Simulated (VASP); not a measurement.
Method: AM05 GGA, VASP's PBE PAW potentials (set 64) (plane waves; VASP).

VASP ran on this input.

File POSCAR:
```
KI
1
    0.0000000000     3.5406497010     3.5406497010
    3.5406497010     0.0000000000     3.5406497010
    3.5406497010     3.5406497010     0.0000000000
K I
1 1
Direct
  0.0000000000   0.0000000000   0.0000000000
  0.5000000000   0.5000000000   0.5000000000
```

**KPOINTS**
```
Automatic mesh
0
Gamma
7 7 7
0 0 0
```

**INCAR**
```
# general
SYSTEM  = KI
PREC    = Accurate
ENCUT   = 520
LREAL   = .FALSE.
LASPH   = .TRUE.

# electronic loop
EDIFF   = 1E-7
NELM    = 100
ALGO    = Normal
LMAXMIX = 4

# smearing
ISMEAR  = 0
SIGMA   = 0.05

# functional
GGA     = AM

# ions
ISIF    = 2

# output
LWAVE   = .FALSE.
LCHARG  = .FALSE.
```

POTCAR, in this order: K_sv I (PBE.64 set). Program: vasp_std.

**Question.** What will the output report for the number of irreducible k-points (NKPTS), largest plane-wave count, number of space-group operations, FFT grid (NGX, NGY, NGZ)?

**Answer.** 
```
Property                                       Value
--------------------------------------  ------------
number of irreducible k-points (NKPTS)            20
largest plane-wave count                        2421
number of space-group operations                  48
FFT grid (NGX, NGY, NGZ)                40 × 40 × 40
```

The compound is KI in the rock salt structure. This cell is one point of a volume scan, at 0.97 of the reference volume.
